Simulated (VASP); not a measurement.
# Quasiparticle energies of GaP in VASP, part 2 of 4

Aim: the quasiparticle gap of GaP, and what it costs to get it. The cell is of the zinc-blende type, one of the forms listed for this formula. The start is a cell from a database of measured crystal structures.

VASP 6.6.1, plane waves and PAW; the level of theory is named at each step.

So far, gap on the k-mesh (eV): step 3 (empty bands) 1.62.

### Step 4. G0W0, bands in the sums 40

This step: G0W0 on PBE; plane waves and PAW (Ga_d_GW, P_GW) (VASP 6.6.1).

G0W0 keeps orbitals and screening fixed and shifts each of the lowest NBANDSGW levels once.

File INCAR:

```
SYSTEM = GaP
PREC = Accurate
ENCUT = 430
ISMEAR = 0
SIGMA = 0.01
LREAL = .FALSE.
GGA = PE
NBANDS = 40
ALGO = EVGW0
NELMGW = 1
ENCUTGW = 200
NOMEGA = 64
PRECFOCK = Fast
NBANDSGW = 24
LWAVE = .FALSE.
LCHARG = .FALSE.
```

File POSCAR:

```
GaP
1.0
    0.0000000000      2.7252500000      2.7252500000
    2.7252500000      0.0000000000      2.7252500000
    2.7252500000      2.7252500000      0.0000000000
Ga P
1 1
Direct
    0.0000000000      0.0000000000      0.0000000000
    0.7500000000      0.7500000000      0.7500000000
```

File KPOINTS:

```
Automatic mesh
0
Gamma
4 4 4
0 0 0
```

PAW data sets: Ga_d_GW and P_GW (PBE family, release 64).

The run is started by

```bash
$ mpirun -np 8 vasp_std
```

The log of the run:

```text
[banner, memory and clock lines left out]
running    8 mpi-ranks, on    1 nodes
 distrk:  each k-point on    8 cores,    1 groups
 distr:  one band on    1 cores,    8 groups

 POSCAR found type information on POSCAR GaP
 POSCAR found :  2 types and       2 ions
 [... a notice as in an earlier step ...]

|                                                                             |
|           W    W    AA    RRRRR   N    N  II  N    N   GGGG   !!!           |
|           W    W   A  A   R    R  NN   N  II  NN   N  G    G  !!!           |
|           W    W  A    A  R    R  N N  N  II  N N  N  G       !!!           |
|           W WW W  AAAAAA  RRRRR   N  N N  II  N  N N  G  GGG   !            |
|           WW  WW  A    A  R   R   N   NN  II  N   NN  G    G                |
|           W    W  A    A  R    R  N    N  II  N    N   GGGG   !!!           |
|                                                                             |
|     The default for ENCUTGWSOFT is different in this version of VASP.       |
|     please manually set ENCUTGWSOFT =200 in the INCAR file.                 |
|                                                                             |

 LDA part: xc-table for (Slater+PW92), standard interpolation
 found WAVECAR, reading the header
 POSCAR, INCAR and KPOINTS ok, starting setup
 FFT: planning ... GRIDC
 FFT: planning ... GRID_SOFT
 FFT: planning ... GRID
 reading WAVECAR
 the WAVECAR file was read successfully
 initial charge from wavefunction
 available memory per node:     32.49 GB, setting MAXMEM to     33267

 The Fermi energy was updated, please check that it is located mid-gap
 values below the HOMO (VB) or above the LUMO (CB) will cause erroneous energies
 E-fermi :   5.2175

 calculate exact exchange contribution
 the WAVEDER file was read successfully
energies w=
    0.000    0.000    0.471    0.000    0.941    0.000    1.410    0.000
    1.875    0.000    2.336    0.000    2.792    0.000    3.243    0.000
    3.688    0.000    4.128    0.000    4.561    0.000    4.989    0.000
    5.410    0.000    5.826    0.000    6.237    0.000    6.643    0.000
    7.044    0.000    7.442    0.000    7.837    0.000    8.230    0.000
    8.621    0.000    9.012    0.000    9.403    0.000    9.795    0.000
   10.189    0.000   10.586    0.000   10.988    0.000   11.395    0.000
   11.808    0.000   12.230    0.000   12.661    0.000   13.103    0.000
   13.558    0.000   14.027    0.000   14.514    0.000   15.019    0.000
   15.547    0.000   16.100    0.000   16.681    0.000   17.295    0.000
   17.947    0.000   18.642    0.000   19.385    0.000   20.185    0.000
   21.051    0.000   21.994    0.000   23.026    0.000   24.163    0.000
   25.426    0.000   26.838    0.000   28.431    0.000   30.244    0.000
   32.330    0.000   34.756    0.000   37.618    0.000   41.044    0.000
   45.220    0.000   50.424    0.000   57.082    0.000   65.897    0.000
   78.101    0.000   96.087    0.000  125.175    0.000  180.079    0.000
 responsefunction array rank=     272
 LDA part: xc-table for (Slater+PW92), standard interpolation

 min. memory requirement per mpi rank    157.7 MB, per node   1261.6 MB

 allocating   8 responsefunctions rank=   272
 shmem allocating  64 responsefunctions rank=   272
 response function shared by NCSHMEM nodes    1
 Doing            8  frequencies on each core in blocks of           64
NQ=   1    0.0000    0.0000    0.0000,
|.........|.........|.........|.........|.........|.........|.........|.........
 performed         51000 updates of chi_q(r,r)
 total number of BLAS operations         27.41 Gflops
NQ=   2    0.2500    0.0000    0.0000,
|.........|.........|.........|.........|.........|.........|.........|.........
 performed        155000 updates of chi_q(r,r)
 total number of BLAS operations         87.64 Gflops
NQ=   3    0.5000    0.0000    0.0000,
|.........|.........|.........|.........|.........|.........|.........|.........
 performed        244000 updates of chi_q(r,r)
 total number of BLAS operations        138.29 Gflops
NQ=   4    0.2500    0.2500    0.0000,
|.........|.........|.........|.........|.........|.........|.........|.........
 performed        348000 updates of chi_q(r,r)
 total number of BLAS operations        194.11 Gflops
NQ=   5    0.5000    0.2500    0.0000,
|.........|.........|.........|.........|.........|.........|.........|.........
 performed        495000 updates of chi_q(r,r)
 total number of BLAS operations        270.02 Gflops
NQ=   6   -0.2500    0.2500    0.0000,
|.........|.........|.........|.........|.........|.........|.........|.........
 performed        626000 updates of chi_q(r,r)
 total number of BLAS operations        343.46 Gflops
NQ=   7    0.5000    0.5000    0.0000,
|.........|.........|.........|.........|.........|.........|.........|.........
 performed        703000 updates of chi_q(r,r)
 total number of BLAS operations        383.69 Gflops
NQ=   8   -0.2500    0.5000    0.2500,
|.........|.........|.........|.........|.........|.........|.........|.........
 performed        803000 updates of chi_q(r,r)
 total number of BLAS operations        440.00 Gflops
 resolving degeneracies of screened two electron integrals

 calculate QP shifts <psi_nk| G(iteration)W_0 |psi_nk>: iteration 1
 entering main loop
```

It took 14 s on 8 MPI ranks of Intel Xeon 6975P-C (Granite Rapids), shared host; peak memory 1.8 GiB; 1.8 min of CPU time.

OUTCAR, selected parts (step 4):

```text
The static configuration has the point symmetry T_d .

 Found      8 irreducible k-points:

   k-points           NKPTS =      8   k-points in BZ     NKDIM =     64   number of bands    NBANDS=     40

   NELECT =      18.0000    total number of electrons

 E-fermi :   5.2175

 QP shifts <psi_nk| G(iteration)W_0 |psi_nk>: iteration 1
 for sc-GW calculations column KS-energies equals QP-energies in previous step
 and V_xc(KS)=  KS-energies - (<T + V_ion + V_H > + <T+V_H+V_ion>^1  + <V_x>^1)
 k-point   1 :       0.0000    0.0000    0.0000
  band No.  KS-energies  QP-energies   sigma(KS)   V_xc(KS)     V^pw_x(r,r')   Z            occupation Imag(sigma)
    ...
      6      -8.0963      -8.3251     -11.7182     -11.3620     -18.6678       0.6424       2.0000       1.0086
      7       4.4052       4.2589     -12.8066     -12.6166     -14.6171       0.7702       2.0000       0.0415
      8       4.4052       4.2589     -12.8066     -12.6166     -14.6171       0.7702       2.0000       0.0415
      9       4.4052       4.2589     -12.8066     -12.6166     -14.6171       0.7702       2.0000       0.0415
     10       6.2183       7.0127     -10.5944     -11.6281      -6.8650       0.7685       0.0000      -0.0540
     11       8.2588       8.8760      -9.6787     -10.4838      -5.8174       0.7665       0.0000      -0.0658
     12       8.2588       8.8760      -9.6787     -10.4838      -5.8174       0.7665       0.0000      -0.0658
     13       8.2588       8.8760      -9.6787     -10.4838      -5.8174       0.7665       0.0000      -0.0658
    ...

 k-point   2 :       0.2500    0.0000    0.0000
  band No.  KS-energies  QP-energies   sigma(KS)   V_xc(KS)     V^pw_x(r,r')   Z            occupation Imag(sigma)
    ...
      6      -7.3204      -7.5792     -12.1168     -11.7333     -18.8631       0.6749       2.0000       0.9507
      7       0.5160       0.2749     -11.9256     -11.5955     -14.8230       0.7307       2.0000       0.1083
      8       3.7384       3.5556     -12.4771     -12.2380     -14.4104       0.7643       2.0000       0.0461
      9       3.7384       3.5556     -12.4771     -12.2380     -14.4104       0.7643       2.0000       0.0461
     10       6.5414       7.2196     -10.0283     -10.9046      -6.3734       0.7739       0.0000      -0.0534
     11       9.1168       9.7381      -9.8009     -10.6187      -5.7136       0.7599       0.0000      -0.0851
     12       9.1168       9.7381      -9.8009     -10.6187      -5.7136       0.7599       0.0000      -0.0851
     13      10.7465      11.3337     -10.1891     -10.9795      -5.6150       0.7429       0.0000      -0.1326
    ...

 k-point   3 :       0.5000    0.0000    0.0000
  band No.  KS-energies  QP-energies   sigma(KS)   V_xc(KS)     V^pw_x(r,r')   Z            occupation Imag(sigma)
    ...
      6      -6.0267      -6.2926     -12.8305     -12.4491     -19.2274       0.6971       2.0000       0.8054
      7      -2.2488      -2.5431     -11.1608     -10.7384     -15.2543       0.6969       2.0000       0.2901
      8       3.2811       3.0634     -12.3658     -12.0794     -14.4629       0.7602       2.0000       0.0506
      9       3.2811       3.0634     -12.3658     -12.0794     -14.4629       0.7602       2.0000       0.0506
     10       6.0580       6.7007     -10.0167     -10.8435      -6.4940       0.7773       0.0000      -0.0509
     11       9.0900       9.6436      -9.4972     -10.2209      -5.4024       0.7649       0.0000      -0.0836
     12       9.0900       9.6436      -9.4972     -10.2209      -5.4024       0.7649       0.0000      -0.0836
     13      12.6742      12.7932      -8.1766      -8.3336      -3.0196       0.7575       0.0000      -0.2386
    ...

[... 7 parts as in an earlier step ...]

[... 5 further parts left out ...]
```

Numbers from this step:

| Item | Value |
| --- | --- |
| quasiparticle gap on the mesh | 1.999 eV |
| smallest direct quasiparticle gap on the mesh | 2.754 eV |
| gap of the starting orbitals on the mesh | 1.625 eV |

GW takes the gap from 1.625 to 1.999 eV. The mesh misses a band edge: at the starting level the path gave a gap 0.05 eV smaller. Spin-orbit coupling is left out. The value holds for 40 bands, ENCUTGW = 200 eV and this mesh, and isn't shown to be converged in them.

### Step 5. Empty bands

This step: PBE; plane waves and PAW (Ga_d_GW, P_GW) (VASP 6.6.1).

The empty bands are made again, for the run that follows.

File INCAR:

```
SYSTEM = GaP
PREC = Accurate
ENCUT = 430
ISMEAR = 0
SIGMA = 0.01
LREAL = .FALSE.
GGA = PE
NBANDS = 64
ALGO = Exact
NELM = 1
LWAVE = .TRUE.
LCHARG = .FALSE.
LOPTICS = .TRUE.
NEDOS = 1000
CSHIFT = 0.1
```

POSCAR is that of step 4.

KPOINTS is that of step 4.

The run is started by

```bash
$ mpirun -np 8 vasp_std
```

The log of the run:

```text
[banner, memory and clock lines left out]
running    8 mpi-ranks, on    1 nodes
[...]
[... a notice as in an earlier step ...]

 LDA part: xc-table for (Slater+PW92), standard interpolation
 found WAVECAR, reading the header
  number of bands has changed, file:    15 present:    64
  trying to continue reading WAVECAR, but it might fail
 POSCAR, INCAR and KPOINTS ok, starting setup
[...]
reading WAVECAR
 random initialization beyond band           15
 the WAVECAR file was read successfully
 initial charge from wavefunction
 entering main loop
       N       E                     dE             d eps       ncg     rms          rms(c)
DIA:   1    -0.895515124038E+01   -0.89552E+01    0.00000E+00     0   0.000E+00
   1 F= -.89551512E+01 E0= -.89551512E+01  d E =-.307753E-11
 writing wavefunctions
 optical routines
 imaginary and real dielectric function
 recalculating local potential from charge density
 direction            1
 direction            2
 direction            3
```

Elapsed: 3.2 s, on 8 MPI ranks; peak memory 1.1 GiB; 20 s of CPU time.

Parts of OUTCAR (step 5):

```text
  Total        0.7265392      0.7265392      0.7265392     -0.0000000      0.0000000      0.0000000
  in kB       28.7554790     28.7554790     28.7554790     -0.0000000      0.0000000      0.0000000
  external PRESSURE =      28.7554790 kB  Pullay stress =       0.0000000 kB

 POSITION                                       TOTAL-FORCE (eV/Angst)
 -----------------------------------------------------------------------------------
      0.00000      0.00000      0.00000         0.000000      0.000000     -0.000000
      4.08788      4.08788      4.08788        -0.000000     -0.000000      0.000000
 -----------------------------------------------------------------------------------
    total drift:                               -0.000011     -0.000011     -0.000011

  FREE ENERGIE OF THE ION-ELECTRON SYSTEM (eV)
  ---------------------------------------------------
  free  energy   TOTEN  =        -8.9551512404 eV

  energy  without entropy=       -8.9551512404  energy(sigma->0) =       -8.95515124

[... 1 part as in an earlier step ...]

[... 2 further parts left out ...]
[key lines of the parts left out:]
E-fermi :   4.4479
```

WAVECAR now holds 64 bands for 18 electrons.

### Step 6. G0W0, bands in the sums 64

This step: G0W0 on PBE; plane waves and PAW (Ga_d_GW, P_GW) (VASP 6.6.1).

The sums now run over 64 bands at the same response cutoff.

File INCAR:

```
SYSTEM = GaP
PREC = Accurate
ENCUT = 430
ISMEAR = 0
SIGMA = 0.01
LREAL = .FALSE.
GGA = PE
NBANDS = 64
ALGO = EVGW0
NELMGW = 1
ENCUTGW = 200
NOMEGA = 64
PRECFOCK = Fast
NBANDSGW = 24
LWAVE = .FALSE.
LCHARG = .FALSE.
```

POSCAR is that of step 5.

KPOINTS is that of step 5.

The run is started by

```bash
$ mpirun -np 8 vasp_std
```

The log of the run:

```text
[banner, memory and clock lines left out]
running    8 mpi-ranks, on    1 nodes
[...]
[... a notice as in an earlier step ...]

 [... a notice as in an earlier step ...]

 LDA part: xc-table for (Slater+PW92), standard interpolation
 found WAVECAR, reading the header
 POSCAR, INCAR and KPOINTS ok, starting setup
[...]
reading WAVECAR
 the WAVECAR file was read successfully
 initial charge from wavefunction
 available memory per node:     32.20 GB, setting MAXMEM to     32970

 The Fermi energy was updated, please check that it is located mid-gap
 values below the HOMO (VB) or above the LUMO (CB) will cause erroneous energies
 E-fermi :   5.2175

 calculate exact exchange contribution
 the WAVEDER file was read successfully
energies w=
    0.000    0.000    0.473    0.000    0.944    0.000    1.414    0.000
    1.880    0.000    2.343    0.000    2.801    0.000    3.253    0.000
    3.700    0.000    4.141    0.000    4.575    0.000    5.004    0.000
[...]
total number of BLAS operations        231.70 Gflops
NQ=   4    0.2500    0.2500    0.0000,
|.........|.........|.........|.........|.........|.........|.........|.........
 performed        582000 updates of chi_q(r,r)
 total number of BLAS operations        324.33 Gflops
NQ=   5    0.5000    0.2500    0.0000,
|.........|.........|.........|.........|.........|.........|.........|.........
 performed        823000 updates of chi_q(r,r)
 total number of BLAS operations        448.99 Gflops
NQ=   6   -0.2500    0.2500    0.0000,
|.........|.........|.........|.........|.........|.........|.........|.........
 performed       1039000 updates of chi_q(r,r)
 total number of BLAS operations        569.96 Gflops
NQ=   7    0.5000    0.5000    0.0000,
|.........|.........|.........|.........|.........|.........|.........|.........
 performed       1169000 updates of chi_q(r,r)
 total number of BLAS operations        637.54 Gflops
NQ=   8   -0.2500    0.5000    0.2500,
|.........|.........|.........|.........|.........|.........|.........|.........
 performed       1336000 updates of chi_q(r,r)
 total number of BLAS operations        731.11 Gflops
 resolving degeneracies of screened two electron integrals

 calculate QP shifts <psi_nk| G(iteration)W_0 |psi_nk>: iteration 1
 entering main loop
```

Elapsed: 15 s, on 8 MPI ranks; peak memory 1.8 GiB.

From OUTCAR (step 6):

```text
 QP shifts <psi_nk| G(iteration)W_0 |psi_nk>: iteration 1
 for sc-GW calculations column KS-energies equals QP-energies in previous step
 and V_xc(KS)=  KS-energies - (<T + V_ion + V_H > + <T+V_H+V_ion>^1  + <V_x>^1)
 k-point   1 :       0.0000    0.0000    0.0000
  band No.  KS-energies  QP-energies   sigma(KS)   V_xc(KS)     V^pw_x(r,r')   Z            occupation Imag(sigma)
    ...
      6      -8.0963      -8.4612     -11.9336     -11.3620     -18.6678       0.6384       2.0000       0.9934
      7       4.4052       4.0605     -13.0659     -12.6166     -14.6171       0.7671       2.0000       0.0349
      8       4.4052       4.0605     -13.0659     -12.6166     -14.6171       0.7671       2.0000       0.0349
      9       4.4052       4.0605     -13.0659     -12.6166     -14.6171       0.7671       2.0000       0.0349
     10       6.2183       6.7868     -10.8865     -11.6281      -6.8650       0.7665       0.0000      -0.0554
     11       8.2588       8.6532      -9.9676     -10.4838      -5.8174       0.7640       0.0000      -0.0680
     12       8.2588       8.6532      -9.9676     -10.4838      -5.8174       0.7640       0.0000      -0.0680
     13       8.2588       8.6532      -9.9676     -10.4838      -5.8174       0.7640       0.0000      -0.0680
    ...

[... 1 part as in an earlier step ...]

[... 2 further parts left out ...]
[key lines of the parts left out:]
E-fermi :   5.2175
```

The gap is now 2.041 eV, +42 meV against the GW run before. The mesh misses a band edge: at the starting level the path gave a gap 0.05 eV smaller. Spin-orbit coupling is left out.

### Step 7. Empty bands

This step: PBE; plane waves and PAW (Ga_d_GW, P_GW) (VASP 6.6.1).

The empty bands are made again, for the run that follows.

File INCAR:

```
SYSTEM = GaP
PREC = Accurate
ENCUT = 430
ISMEAR = 0
SIGMA = 0.01
LREAL = .FALSE.
GGA = PE
NBANDS = 80
ALGO = Exact
NELM = 1
LWAVE = .TRUE.
LCHARG = .FALSE.
LOPTICS = .TRUE.
NEDOS = 1000
CSHIFT = 0.1
```

POSCAR is that of step 6.

KPOINTS is that of step 6.

The run is started by

```bash
$ mpirun -np 8 vasp_std
```

The log of the run:

```text
[banner, memory and clock lines left out]
running    8 mpi-ranks, on    1 nodes
[...]
[... a notice as in an earlier step ...]

 LDA part: xc-table for (Slater+PW92), standard interpolation
 found WAVECAR, reading the header
  number of bands has changed, file:    15 present:    80
  trying to continue reading WAVECAR, but it might fail
 POSCAR, INCAR and KPOINTS ok, starting setup
[...]
reading WAVECAR
 random initialization beyond band           15
 the WAVECAR file was read successfully
 initial charge from wavefunction
 entering main loop
       N       E                     dE             d eps       ncg     rms          rms(c)
DIA:   1    -0.895515124008E+01   -0.89552E+01    0.00000E+00     0   0.000E+00
   1 F= -.89551512E+01 E0= -.89551512E+01  d E =-.101704E-44
 writing wavefunctions
 optical routines
 imaginary and real dielectric function
 recalculating local potential from charge density
 direction            1
 direction            2
 direction            3
```

It took 3.2 s on 8 MPI ranks; peak memory 1.1 GiB.

OUTCAR, selected parts (step 7):

```text
  Total        0.7265392      0.7265392      0.7265392      0.0000000     -0.0000000      0.0000000
  in kB       28.7554789     28.7554789     28.7554789      0.0000000     -0.0000000      0.0000000
  external PRESSURE =      28.7554789 kB  Pullay stress =       0.0000000 kB

 POSITION                                       TOTAL-FORCE (eV/Angst)
 -----------------------------------------------------------------------------------
      0.00000      0.00000      0.00000         0.000000     -0.000000     -0.000000
      4.08788      4.08788      4.08788        -0.000000      0.000000      0.000000
 -----------------------------------------------------------------------------------
    total drift:                               -0.000011     -0.000011     -0.000011

  FREE ENERGIE OF THE ION-ELECTRON SYSTEM (eV)
  ---------------------------------------------------
  free  energy   TOTEN  =        -8.9551512401 eV

  energy  without entropy=       -8.9551512401  energy(sigma->0) =       -8.95515124

[... 1 part as in an earlier step ...]

[... 2 further parts left out ...]
[key lines of the parts left out:]
E-fermi :   4.5029
```

WAVECAR now holds 80 bands for 18 electrons.

[end of part 2 of 4]

[Lines on the potential files, build, host, timing and source positions are cut from VASP's logs without a mark.]

[Logs are printed without paths, hosts, clocks, repeated set-up lines and the standing remarks that a program may print on its own settings, such as how far it seeks lower states.]

[Hosts, paths, dates, database ids (printed as entryN), source tags and the programs' standing remarks are cut or masked in the printed files.]

[Pressures printed for these runs are not shown converged in the cutoff: they can be off by several GPa and have the wrong sign.]
